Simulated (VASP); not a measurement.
Method: PBEsol GGA, VASP's PBE PAW potentials (set 64) (plane waves; VASP).

VASP input:

POSCAR:
```
Cu
1
    0.0000000000     1.7815983225     1.7815983225
    1.7815983225     0.0000000000     1.7815983225
    1.7815983225     1.7815983225    -0.0000000000
Cu
1
Direct
  0.0000000000   0.0000000000   0.0000000000
```

**INCAR**
```
! general
SYSTEM =Cu
PREC   =Accurate
ENCUT  =400
LREAL  =F
LASPH  =T   ! aspherical one-centre terms

! electronic loop
EDIFF  =1E-6   ! SCF stop (eV)
NELM   =100   ! most electronic steps
ALGO   =Normal   ! blocked Davidson
LMAXMIX=4   ! l cut-off of mixed one-centre charges

! smearing
ISMEAR =1   ! Methfessel-Paxton
SIGMA  =0.1

! functional
GGA    =PS

! ions
IBRION =2
NSW    =60
ISIF   =3   ! ions, shape and volume
EDIFFG =-0.01

! output
LWAVE  =F
LCHARG =F
```

**KPOINTS**
```
Automatic mesh
0
Gamma
16 16 16
0 0 0
```

POTCAR, in this order: Cu (PBE.64 set). Program: vasp_std.

The run wrote:

### OSZICAR
```
       N       E                     dE             d eps       ncg     rms          rms(c)
DAV:   1     0.304626030844E+02    0.30463E+02   -0.48873E+03  2691   0.173E+03
DAV:   2    -0.503613828393E+01   -0.35499E+02   -0.33718E+02  2614   0.183E+02
DAV:   3    -0.540185029534E+01   -0.36571E+00   -0.36490E+00  3094   0.268E+01
DAV:   4    -0.540424014813E+01   -0.23899E-02   -0.23897E-02  3149   0.193E+00
DAV:   5    -0.540426856563E+01   -0.28417E-04   -0.28418E-04  3139   0.169E-01    0.842E+00
DAV:   6    -0.473727248349E+01    0.66700E+00   -0.19789E+01  2741   0.104E+02    0.412E+00
DAV:   7    -0.432339431145E+01    0.41388E+00   -0.29470E+00  2786   0.396E+01    0.583E-01
DAV:   8    -0.431072250254E+01    0.12672E-01   -0.59966E-03  2927   0.149E+00    0.327E-01
DAV:   9    -0.430877941022E+01    0.19431E-02   -0.12156E-02  2856   0.232E+00    0.239E-02
DAV:  10    -0.430878628373E+01   -0.68735E-05   -0.37535E-05  3844   0.123E-01    0.623E-03
DAV:  11    -0.430878711490E+01   -0.83116E-06   -0.61559E-07  1891   0.180E-02
   1 F= -.43087871E+01 E0= -.43087959E+01  d E =-.430879E+01
```

OUTCAR:
```
------------------------ aborting loop because EDIFF is reached ----------------------------------------
  FORCE on cell =-STRESS in cart. coord.  units (eV):
  Direction    XX          YY          ZZ          XY          YZ          ZX
  --------------------------------------------------------------------------------------
  Total        0.0056122      0.0056122      0.0056122      0.0000000     -0.0000000     -0.0000000
  in kB        0.7950261      0.7950261      0.7950261      0.0000000     -0.0000000     -0.0000000
  external PRESSURE =       0.7950261 kB  Pullay stress =       0.0000000 kB
  volume of cell :       11.31
      direct lattice vectors                 reciprocal lattice vectors
     0.000000000  1.781598323  1.781598323    -0.280646874  0.280646874  0.280646874
     1.781598323  0.000000000  1.781598323     0.280646874 -0.280646874  0.280646874
     1.781598323  1.781598323  0.000000000     0.280646874  0.280646874 -0.280646874
 POSITION                                       TOTAL-FORCE (eV/Angst)
 -----------------------------------------------------------------------------------
      0.00000      0.00000      0.00000        -0.000000     -0.000000     -0.000000
 -----------------------------------------------------------------------------------
    total drift:                                0.000000      0.000000      0.000000
  FREE ENERGIE OF THE ION-ELECTRON SYSTEM (eV)
  ---------------------------------------------------
  free  energy   TOTEN  =        -4.3087871149 eV

  energy  without entropy=       -4.3088134288  energy(sigma->0) =       -4.30879589

 reached required accuracy - stopping structural energy minimisation
```
(Selected blocks of OUTCAR.)

OUTCAR:
```
 val. band max:        7.8972644266   @ k =   0.5000   0.1875   0.0625

 cond. band min:       7.9724578760   @ k =   0.5000   0.3125   0.1250


 Fermi energy:         7.9044135607

 k-point     1 :       0.0000    0.0000    0.0000
  band No.  band energies     occupation
      1      -1.7798      2.00000
      2       4.7908      2.00000
      3       4.7908      2.00000
      4       4.7908      2.00000
      5       5.6804      2.00000
      6       5.6804      2.00000
      7      30.8764      0.00000
      8      33.8263      0.00000
      9      33.8263      0.00000

 k-point     2 :       0.0625    0.0000    0.0000
  band No.  band energies     occupation
      1      -1.6330      2.00000
      2       4.7580      2.00000
      3       4.8195      2.00000
      4       4.8195      2.00000
      5       5.6689      2.00000
      6       5.6689      2.00000
      7      30.0743      0.00000
      8      32.2158      0.00000
      9      33.3763      0.00000

 k-point     3 :       0.1250    0.0000    0.0000
  band No.  band energies     occupation
      1      -1.1991      2.00000
      2       4.6706      2.00000
      3       4.8905      2.00000
      4       4.8905      2.00000
      5       5.6481      2.00000
      6       5.6481      2.00000
      7      27.1979      0.00000
      8      31.6002      0.00000
      9      32.6098      0.00000

 k-point     4 :       0.1875    0.0000    0.0000
  band No.  band energies     occupation
      1      -0.5014      2.00000
      2       4.5660      2.00000
      3       4.9560      2.00000
      4       4.9560      2.00000
      5       5.6639      2.00000
      6       5.6639      2.00000
      7      23.9127      0.00000
      8      31.2659      0.00000
      9      31.9213      0.00000

 k-point     5 :       0.2500    0.0000    0.0000
  band No.  band energies     occupation
      1       0.4041      2.00000
      2       4.5107      2.00000
      3       4.9581      2.00000
...
```

The compound is Cu in the fcc structure. It was relaxed first. The start is the result of an earlier pass.
